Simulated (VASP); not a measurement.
Data:

```
CELL_PARAMETERS angstrom
      1.90148    -3.29346     0.00000
      1.90148     3.29346     0.00000
      0.00000     0.00000    12.30965
ATOMIC_POSITIONS crystal
  La 0.00000 0.00000 0.50000
  La 0.00000 0.00000 0.00000
  La 0.33333 0.66667 0.25000
  La 0.66667 0.33333 0.75000
```

Calculation: revPBE GGA, VASP's PBE PAW potentials (set 64) (plane waves; VASP). Settings: 520 eV cut-off, 10×10×3 Γ-centred mesh, tetrahedra with Blöchl corrections, potentials La.

The cores are frozen, which limits the accuracy of field gradients.

Q: Give the principal components of the electric field gradient (V/Å²) and the asymmetry η at each nucleus.

A: 
```csv
atom,Vxx,Vyy,Vzz,η
La1,-5.1,-5.1,10.2,0.00
La2,-5.1,-5.1,10.2,0.00
La3,-8.8,-8.8,17.6,0.00
La4,-8.8,-8.8,17.6,0.00
```

The compound is La in the dhcp structure. It was relaxed first.
